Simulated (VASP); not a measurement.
Computed with r2SCAN meta-GGA, VASP's PBE PAW potentials (set 64) (plane waves; VASP).

The input files of a VASP run:

### POSCAR
```
SnTe
1
    0.0000000000     3.1840732730     3.1840732730
    3.1840732730     0.0000000000     3.1840732730
    3.1840732730     3.1840732730     0.0000000000
Sn Te
1 1
Direct
  0.0000000000   0.0000000000   0.0000000000
  0.5000000000   0.5000000000   0.5000000000
```

**INCAR**
```
SYSTEM = SnTe
PREC = Accurate
ENCUT = 480
EDIFF = 1E-7
NELM = 100
ALGO = Normal
LREAL = .FALSE.
LASPH = .TRUE.
ISMEAR = 0
SIGMA = 0.05
METAGGA = R2SCAN
LMIXTAU = .TRUE.
LMAXMIX = 4
LWAVE = .FALSE.
LCHARG = .FALSE.
ISIF = 3
IBRION = 2
NSW = 40
EDIFFG = -0.01
PSTRESS = 50
```

File KPOINTS:
```
Automatic
0
Gamma
8 8 8
```

POTCAR, in this order: Sn_d Te (PBE.64 set). Program: vasp_std.

Problem. What will the output report for the number of irreducible k-points (NKPTS), number of bands (NBANDS), largest plane-wave count, number of space-group operations, FFT grid (NGX, NGY, NGZ)?

Solution. 
The number of irreducible k-points (NKPTS) comes out as 29 and the number of bands (NBANDS) is 14. The largest plane-wave count comes out as 1572, the number of space-group operations is 48 and the FFT grid (NGX, NGY, NGZ) is 32 × 32 × 32.

The compound is SnTe in the rock salt structure, which distorts at low temperature. This run relaxes it under an external pressure of 5 GPa. Symmetry was kept, so distortions that lower it aren't found.
